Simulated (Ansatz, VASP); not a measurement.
# Cross-check of PmTe between VASP and Ansatz, part 3 of 3

Wanted: the spread between two codes on one cell, functional and k mesh. The cell is invented: As first built, before any earlier steps moved the atoms: it takes the PmS structure with some of its atoms replaced by other elements, volume scaled by an estimate. It may not be a known or stable phase. The cell comes out of the VASP series on this material, whose earlier steps may have relaxed, scaled or displaced it; both programs get it as it stands.

VASP 6.6.1 and Ansatz 0.2.0.

So far. Step 6 (VASP: band structure, PBEsol): At this level the cell is under a tension of 2.4 GPa, so at these settings it is away from equilibrium.

In doubt: a part-filled 4f shell, where there is one, can sit in one of many states, so energies may not be the lowest and differences between runs may mislead; derivatives with an open 4f shell can jump between states, which bears on forces and vibrations.

### 8. Ansatz: band structure, r2SCAN

Level of this step: Ansatz beside VASP: Kohn-Sham DFT, plane waves, r2SCAN (Ansatz).

The same path points are solved in both programs, so levels can be compared one by one.

The cell comes out of the VASP series on this material, whose earlier steps may have relaxed, scaled or displaced it; both programs get it as it stands.

input.yaml reads:

```yaml
crystal:
  lattice:
    - [0.0, 3.227521743, 3.227521743]
    - [3.227521743, 0.0, 3.227521743]
    - [3.227521743, 3.227521743, 0.0]
  atoms:
    - { symbol: Pm, position: [0.0, 0.0, 0.0], spin: 4.0 }
    - { symbol: Te, position: [0.5, 0.5, 0.5] }
hamiltonian:
  xc: r2scan
  pseudopotentials: { kind: paw }
magnetization:
  spin_polarized: true
kpoints:
  mp_grid: { grid: [4, 4, 4] }
  band_path:
    path:
      - [0.0, 0.0, 0.0]
      - [0.16667, 0.0, 0.16667]
      - [0.33333, 0.0, 0.33333]
      - [0.5, 0.0, 0.5]
      - [0.5, 0.08333, 0.58333]
      - [0.5, 0.18333, 0.68333]
      - [0.5, 0.25, 0.75]
      - [0.45, 0.3, 0.75]
      - [0.40833, 0.34167, 0.75]
      - [0.35, 0.35, 0.7]
      - [0.225, 0.225, 0.45]
      - [0.075, 0.075, 0.15]
      - [0.03333, 0.03333, 0.03333]
      - [0.23333, 0.23333, 0.23333]
      - [0.4, 0.4, 0.4]
      - [0.51667, 0.46667, 0.51667]
      - [0.55833, 0.38333, 0.55833]
      - [0.60833, 0.28333, 0.60833]
      - [0.60833, 0.25, 0.64167]
      - [0.55833, 0.25, 0.69167]
      - [0.51667, 0.25, 0.73333]
      - [0.5, 0.3, 0.7]
      - [0.5, 0.38333, 0.61667]
      - [0.5, 0.48333, 0.51667]
      - [0.475, 0.475, 0.55]
      - [0.425, 0.425, 0.65]
      - [0.38333, 0.38333, 0.73333]
      - [0.59167, 0.18333, 0.59167]
      - [0.55, 0.1, 0.55]
      - [0.5, 0.0, 0.5]
    npoints: 1
scf:
  occupations: { method: gaussian, width: 0.02 }
  n_extra_bands: 11
output:
  forces: true
  stress: true
  eigenvalues: true
```

On the command line:

```bash
ansatz run input.yaml --threads 2 --pin off --max-ram 4608MiB --backend cpu --events-out ev --progress --plain --runs-dir out
```

Numbers of over 12 decimals in the logs are rounded to 6 here.

What it wrote:

```text
Warning: where an SCF of this run starts from atoms to list the orders of its open shells, Pm (site 0, from 0) starts with 4.20 μB on its 4f shell, in the place of the 4.00 μB that the deck gives it: an open f shell starts with all that it can hold by Hund's first rule. To start from spheres of the given moment, type scf.initial_density.shell_occupations: []
[...]
k-point 1 ↑: bands = [... 12 lower, 7.8847, 9.0349, 9.0400, 9.2074, 9.8371, 11.3569, 11.5233, 11.7964, ... 7 higher]
  k-point 2 ↑: bands = [... 12 lower, 7.3440, 8.9324, 9.0058, 9.1874, 9.7644, 11.3398, 11.6113, 11.8138, ... 7 higher]
  k-point 23 ↓: bands = [... 12 lower, 8.2758, 10.4951, 13.5053, 13.6149, 13.9299, 14.2693, 14.3109, 14.4967, ... 7 higher]
[key lines of the parts left out:]
SCF converged after 2 iterations
Magnetization: 4.7188 μB (17.8594 up, 13.1406 down)
Free energy (F): -14785.960092 eV
Fermi energy:    11.337026 eV
P = ⅓ Tr σ = 0.0664 GPa (0.664 kbar)
```

Run time: 6.3 min. Hardware: 2 threads of Arm Neoverse V2, shared host; peak memory 1 GiB.

### 9. VASP: band structure, r2SCAN

The same cell, functional, mesh and smearing now go to VASP, with its own data sets and cutoff.

INCAR reads:

```
SYSTEM = PmTe
PREC = Accurate
ENCUT = 450
EDIFF = 1E-06
NELM = 100
ISMEAR = 0
SIGMA = 0.02
LREAL = .FALSE.
ALGO = Normal
METAGGA = R2SCAN
LASPH = .TRUE.
ISPIN = 2
MAGMOM = 4 0
LMAXMIX = 6
LORBIT = 11
LWAVE = .FALSE.
LCHARG = .FALSE.
KPAR = 4
```

POSCAR reads:

```
PmTe
1.0
    0.0000000000      3.2275217430      3.2275217430
    3.2275217430      0.0000000000      3.2275217430
    3.2275217430      3.2275217430      0.0000000000
Pm Te
1 1
Direct
    0.0000000000      0.0000000000      0.0000000000
    0.5000000000      0.5000000000      0.5000000000
```

KPOINTS reads:

```
Automatic mesh
0
Gamma
4 4 4
0 0 0
```

KPOINTS_OPT reads:

```
Line mode
16
Line-mode
Reciprocal
  0.00000000   0.00000000   0.00000000 GAMMA
  0.50000000   0.00000000   0.50000000 X

  0.50000000   0.00000000   0.50000000 X
  0.50000000   0.25000000   0.75000000 W

  0.50000000   0.25000000   0.75000000 W
  0.37500000   0.37500000   0.75000000 K

  0.37500000   0.37500000   0.75000000 K
  0.00000000   0.00000000   0.00000000 GAMMA

  0.00000000   0.00000000   0.00000000 GAMMA
  0.50000000   0.50000000   0.50000000 L

  0.50000000   0.50000000   0.50000000 L
  0.62500000   0.25000000   0.62500000 U

  0.62500000   0.25000000   0.62500000 U
  0.50000000   0.25000000   0.75000000 W

  0.50000000   0.25000000   0.75000000 W
  0.50000000   0.50000000   0.50000000 L

  0.50000000   0.50000000   0.50000000 L
  0.37500000   0.37500000   0.75000000 K

  0.62500000   0.25000000   0.62500000 U
  0.50000000   0.00000000   0.50000000 X
```

Potentials, in the order of the species: Pm and Te (PBE family, release 64).

On the command line:

```bash
mpirun -np 4 vasp_std
```

What it wrote:

```text
[banner, memory and clock lines left out]
running    4 mpi-ranks, on    1 nodes
[...]
[... a notice as in an earlier step ...]

 LDA part: xc-table for (None), standard interpolation
 POSCAR, INCAR and KPOINTS ok, starting setup
[...]
entering main loop
       N       E                     dE             d eps       ncg     rms          rms(c)
DAV:   1     0.120679800892E+03    0.12068E+03   -0.78117E+03   512   0.152E+03
DAV:   2    -0.447122332873E+02   -0.16539E+03   -0.15853E+03   640   0.265E+02
DAV:   3    -0.644804784616E+02   -0.19768E+02   -0.19677E+02   768   0.121E+02
DAV:   4    -0.652593087505E+02   -0.77883E+00   -0.76785E+00   920   0.200E+01
[...]
DAV:  16    -0.637389331373E+02    0.26644E-04   -0.24932E-04   832   0.144E-01    0.380E-02
DAV:  17    -0.637389271989E+02    0.59384E-05   -0.48352E-05   832   0.549E-02    0.147E-02
DAV:  18    -0.637389266003E+02    0.59853E-06   -0.88534E-06   656   0.238E-02
   1 F= -.63738927E+02 E0= -.63736976E+02  d E =-.390021E-02  mag=     4.9063
 Start KPOINTS_OPT (optional k-point list driver)
k-point batch [1-8\160]
       N       E                     dE             ncg
DAV:   1     0.724370401454E+03   -0.23241E+02      512
DAV:   2    -0.604862579991E+03   -0.13292E+04      632
DAV:   3    -0.782657167838E+03   -0.17779E+03      872
DAV:   4    -0.788981302584E+03   -0.63241E+01      792
[...]
DAV:   8    -0.789386715850E+03   -0.61845E-04      776
DAV:   9    -0.789386719563E+03   -0.37128E-05      800
DAV:  10    -0.789386719696E+03   -0.13316E-06      488
[...]
k-point batch [153-160\160]
       N       E                     dE             ncg
DAV:   1     0.551829146148E+03   -0.43257E+04      512
DAV:   2    -0.657326160181E+03   -0.12092E+04      712
DAV:   3    -0.805582427406E+03   -0.14826E+03      688
DAV:   4    -0.813991181276E+03   -0.84088E+01      864
[...]
DAV:   9    -0.814744767367E+03   -0.29218E-04      552
DAV:  10    -0.814744770806E+03   -0.34390E-05      480
DAV:  11    -0.814744771178E+03   -0.37166E-06      368
```

Parts of OUTCAR (step 9):

```text
  Total        0.0763302      0.0763302      0.0763302      0.0000000      0.0000000     -0.0000000
  in kB        1.8187340      1.8187340      1.8187340      0.0000000      0.0000000     -0.0000000
  external PRESSURE =       1.8187340 kB  Pullay stress =       0.0000000 kB

 POSITION                                       TOTAL-FORCE (eV/Angst)
 -----------------------------------------------------------------------------------
      0.00000      0.00000      0.00000         0.000000     -0.000000     -0.000000
      3.22752      3.22752      3.22752         0.000000      0.000000      0.000000
 -----------------------------------------------------------------------------------
    total drift:                                0.000000     -0.000000     -0.000000

  FREE ENERGIE OF THE ION-ELECTRON SYSTEM (eV)
  ---------------------------------------------------
  free  energy   TOTEN  =       -63.7389266003 eV

  energy  without entropy=      -63.7350263941  energy(sigma->0) =      -63.73697650

 magnetization (x)
# of ion       s       p       d       f       tot
--------------------------------------------------
    1       -0.032  -0.001   0.095   4.487   4.549
    2       -0.009  -0.068   0.013   0.000  -0.064
--------------------------------------------------
tot         -0.041  -0.069   0.107   4.487   4.485

[... 2 parts as in an earlier step ...]

[... 1 further part left out ...]
[key lines of the parts left out:]
E-fermi :   6.8504
```

The run ends at a pressure of 0.18 GPa.

### 10. Comparison

What differs besides the data sets and the points named for the pairs above, as far as they apply: VASP keeps PBE cores, Ansatz makes them for the functional. Total energies have different zeros and are not compared.

The two programs side by side:

| quantity | Ansatz | VASP | difference |
| --- | --- | --- | --- |
| pressure (GPa) | 0.07 | 0.18 | -0.12 |
| total moment (μB) | 4.72 | 4.91 | -0.19 |
| moment on Pm1 (μB) | 4.58 | 4.55 | +0.03 |
| moment on Te2 (μB) | -0.05 | -0.06 | +0.01 |

### 11. Outcome

| Quantity | Value |
| --- | --- |
| difference in total moment (band structure, PBE) | -0.074 μB |
| difference in moment on Pm1 (band structure, PBEsol) | 0.11 μB |
| difference in total moment (band structure, r2SCAN) | -0.19 μB |

The difference in total moment is -0.074 μB (band structure, PBE). 2 further runs on this material are not shown. Differences of this kind measure data sets and numerical settings, not the functional's error against experiment.

[Lines on the potential files, build, host, timing and source positions are cut from VASP's logs without a mark.]

[Logs are printed without paths, hosts, clocks, repeated set-up lines and the standing remarks that a program may print on its own settings, such as how far it seeks lower states.]

[Hosts, paths, dates, database ids (printed as entryN), source tags and the programs' standing remarks are cut or masked in the printed files.]
